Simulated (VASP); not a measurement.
Computed with PBEsol GGA, VASP's PBE PAW potentials (set 64) (plane waves; VASP 6.6.1).

VASP input:

### INCAR
```
ALGO  =  Normal
EDIFF  =  1E-6
EDIFFG  =  -0.02
ENCUT  =  400
GGA  =  PS
IBRION  =  2
ISIF  =  3
ISMEAR  =  1
LASPH  =  T
LCHARG  =  F
LMAXMIX  =  6
LREAL  =  F
LWAVE  =  F
NELM  =  100
NSW  =  60
PREC  =  Accurate
SIGMA  =  0.1
SYSTEM  =  CdHg3Se4
```

### POSCAR
```
CdHg3Se4
1
    6.1325879730     0.0000000000    -0.0000000000
    0.0000000000     6.1325879730    -0.0000000000
   -0.0000000000    -0.0000000000     6.1325879730
Hg Se Cd
3 4 1
Direct
  0.0000000000   0.0000000000   0.0000000000
  0.5000000000   0.5000000000   0.0000000000
  0.5000000000   0.0000000000   0.5000000000
  0.2492688218   0.2507311782   0.2507311782
  0.7507311782   0.7492688218   0.2507311782
  0.7507311782   0.2507311782   0.7492688218
  0.2492688218   0.7492688218   0.7492688218
  0.0000000000   0.5000000000   0.5000000000
```

### KPOINTS
```
kpoints
0
G
  5 5 5
0 0 0
```

POTCAR, in this order: Hg Se Cd (PBE.64 set). Program: vasp_std.

The resulting files:

OSZICAR:
```
       N       E                     dE             d eps       ncg     rms          rms(c)
DAV:   1     0.451040464751E+03    0.45104E+03   -0.29231E+04   860   0.122E+03
DAV:   2     0.580079750345E+01   -0.44524E+03   -0.43692E+03   982   0.324E+02
DAV:   3    -0.215617745903E+02   -0.27363E+02   -0.27190E+02   996   0.781E+01
DAV:   4    -0.218888165612E+02   -0.32704E+00   -0.32624E+00   972   0.823E+00
DAV:   5    -0.218923835313E+02   -0.35670E-02   -0.35654E-02   963   0.824E-01    0.147E+01
DAV:   6    -0.206151104932E+02    0.12773E+01   -0.30828E+00  1058   0.155E+01    0.113E+01
DAV:   7    -0.206023879811E+02    0.12723E-01   -0.13792E+00   912   0.503E+00    0.470E+00
DAV:   8    -0.205845832088E+02    0.17805E-01   -0.24684E-01   947   0.395E+00    0.794E-01
DAV:   9    -0.205808876750E+02    0.36955E-02   -0.33103E-02   917   0.170E+00    0.186E-01
DAV:  10    -0.205809860262E+02   -0.98351E-04   -0.15356E-03   924   0.199E-01    0.749E-02
DAV:  11    -0.205809610628E+02    0.24963E-04   -0.49158E-04  1024   0.155E-01    0.323E-02
DAV:  12    -0.205809743729E+02   -0.13310E-04   -0.73681E-05   893   0.432E-02    0.906E-03
DAV:  13    -0.205809744096E+02   -0.36774E-07   -0.58912E-06   799   0.132E-02
   1 F= -.20580974E+02 E0= -.20581147E+02  d E =-.205810E+02
       N       E                     dE             d eps       ncg     rms          rms(c)
DAV:   1    -0.205866421791E+02   -0.56678E-02   -0.13334E-01   908   0.267E+00    0.534E-01
DAV:   2    -0.205819722217E+02    0.46700E-02   -0.13957E-02   929   0.104E+00    0.176E-01
DAV:   3    -0.205814811005E+02    0.49112E-03   -0.17987E-03   930   0.258E-01    0.185E-01
DAV:   4    -0.205814401216E+02    0.40979E-04   -0.20604E-04   917   0.935E-02    0.285E-02
DAV:   5    -0.205814200598E+02    0.20062E-04   -0.85571E-05   931   0.812E-02    0.977E-03
DAV:   6    -0.205814213511E+02   -0.12913E-05   -0.12622E-05   951   0.170E-02    0.520E-03
DAV:   7    -0.205814216336E+02   -0.28255E-06   -0.11508E-06   460   0.855E-03
   2 F= -.20581422E+02 E0= -.20581591E+02  d E =-.447224E-03
       N       E                     dE             d eps       ncg     rms          rms(c)
DAV:   1    -0.205814893655E+02   -0.68014E-04   -0.16745E-03   908   0.298E-01    0.592E-02
DAV:   2    -0.205814295813E+02    0.59784E-04   -0.17510E-04   929   0.116E-01    0.205E-02
DAV:   3    -0.205814237071E+02    0.58742E-05   -0.22199E-05   933   0.286E-02    0.213E-02
DAV:   4    -0.205814243592E+02   -0.65208E-06   -0.25682E-06   647   0.102E-02
   3 F= -.20581424E+02 E0= -.20581593E+02  d E =-.449950E-03
       N       E                     dE             d eps       ncg     rms          rms(c)
DAV:   1    -0.205816641974E+02   -0.24049E-03   -0.65927E-03   902   0.592E-01    0.120E-01
DAV:   2    -0.205814251965E+02    0.23900E-03   -0.70408E-04   929   0.233E-01    0.401E-02
DAV:   3    -0.205814010953E+02    0.24101E-04   -0.90486E-05   930   0.577E-02    0.421E-02
DAV:   4    -0.205814010884E+02    0.69440E-08   -0.10661E-05   917   0.210E-02    0.649E-03
DAV:   5    -0.205814002653E+02    0.82305E-06   -0.43845E-06   721   0.185E-02
   4 F= -.20581400E+02 E0= -.20581569E+02  d E =-.425856E-03
       N       E                     dE             d eps       ncg     rms          rms(c)
DAV:   1    -0.205815543016E+02   -0.15321E-03   -0.33724E-03   899   0.425E-01    0.858E-02
DAV:   2    -0.205814385476E+02    0.11575E-03   -0.35514E-04   926   0.165E-01    0.284E-02
DAV:   3    -0.205814255385E+02    0.13009E-04   -0.44585E-05   924   0.408E-02    0.298E-02
DAV:   4    -0.205814222216E+02    0.33169E-05   -0.49774E-06   701   0.143E-02    0.441E-03
DAV:   5    -0.205814215012E+02    0.72041E-06   -0.21119E-06   448   0.131E-02
   5 F= -.20581422E+02 E0= -.20581590E+02  d E =-.447092E-03
       N       E                     dE             d eps       ncg     rms          rms(c)
DAV:   1    -0.205814298033E+02   -0.75817E-05   -0.15807E-04   896   0.926E-02    0.185E-02
DAV:   2    -0.205814246357E+02    0.51676E-05   -0.15987E-05   918   0.350E-02    0.592E-03
DAV:   3    -0.205814239024E+02    0.73324E-06   -0.19900E-06   445   0.887E-03
   6 F= -.20581424E+02 E0= -.20581593E+02  d E =-.449493E-03
       N       E                     dE             d eps       ncg     rms          rms(c)
DAV:   1    -0.205817091726E+02   -0.28454E-03   -0.19509E-02   869   0.694E-01    0.113E-01
DAV:   2    -0.205816217562E+02    0.87416E-04   -0.13404E-03   961   0.223E-01    0.507E-02
DAV:   3    -0.205816030651E+02    0.18691E-04   -0.63994E-05   928   0.464E-02    0.392E-02
DAV:   4    -0.205815971961E+02    0.58690E-05   -0.10457E-05   827   0.123E-02    0.869E-03
DAV:   5    -0.205815963459E+02    0.85012E-06   -0.15606E-06   477   0.928E-03
   7 F= -.20581596E+02 E0= -.20581767E+02  d E =-.172444E-03
```

### OUTCAR
```
------------------------ aborting loop because EDIFF is reached ----------------------------------------
  FORCE on cell =-STRESS in cart. coord.  units (eV):
  Direction    XX          YY          ZZ          XY          YZ          ZX
  --------------------------------------------------------------------------------------
  Total        0.0429993      0.0429993      0.0429993      0.0000000      0.0000000      0.0000000
  in kB        0.2995286      0.2995286      0.2995286      0.0000000      0.0000000      0.0000000
  external PRESSURE =       0.2995286 kB  Pullay stress =       0.0000000 kB
  volume of cell :      230.00
      direct lattice vectors                 reciprocal lattice vectors
     6.126954813 -0.000000000  0.000000000     0.163213216 -0.000000000 -0.000000000
     0.000000000  6.126954813 -0.000000000     0.000000000  0.163213216 -0.000000000
     0.000000000  0.000000000  6.126954813    -0.000000000  0.000000000  0.163213216
 POSITION                                       TOTAL-FORCE (eV/Angst)
 -----------------------------------------------------------------------------------
      6.12695      6.12695      0.00000         0.000000     -0.000000      0.000000
      3.06348      3.06348      0.00000        -0.000000     -0.000000      0.000000
      3.06348      6.12695      3.06348         0.000000     -0.000000      0.000000
      1.52464      1.53884      1.53884        -0.004117      0.004117      0.004117
      4.60232      4.58811      1.53884         0.004117     -0.004117      0.004117
      4.60232      1.53884      4.58811         0.004117      0.004117     -0.004117
      1.52464      4.58811      4.58811        -0.004117     -0.004117     -0.004117
      6.12695      3.06348      3.06348         0.000000     -0.000000      0.000000
 -----------------------------------------------------------------------------------
    total drift:                               -0.000000     -0.000000      0.000000
  FREE ENERGIE OF THE ION-ELECTRON SYSTEM (eV)
  ---------------------------------------------------
  free  energy   TOTEN  =       -20.5815963459 eV

  energy  without entropy=      -20.5821082321  energy(sigma->0) =      -20.58176697

 reached required accuracy - stopping structural energy minimisation
```
(Selected blocks of OUTCAR.)

CONTCAR:
```
CdHg3Se4
   1.00000000000000
     6.1269548132263365   -0.0000000000000000    0.0000000000000000
     0.0000000000000000    6.1269548132263365   -0.0000000000000000
     0.0000000000000000    0.0000000000000000    6.1269548132263365
  Hg              Se              Cd
     3     4     1
Direct
     1.0000000000000000    1.0000000000000000    0.0000000000000000
     0.5000000000000000    0.5000000000000000    0.0000000000000000
     0.5000000000000000    1.0000000000000000    0.5000000000000000
     0.2488409219262458    0.2511590780737542    0.2511590780737542
     0.7511590780737541    0.7488409219262459    0.2511590780737542
     0.7511590780737541    0.2511590780737542    0.7488409219262459
     0.2488409219262458    0.7488409219262459    0.7488409219262459
     1.0000000000000000    0.5000000000000000    0.5000000000000000
```

The structure was generated: CdHg3Se4 was put into an ordered model structure (P-43m), which need not be its known phase. This run relaxes it. Symmetry was kept, so distortions that lower it aren't found. The start is the result of an earlier pass.
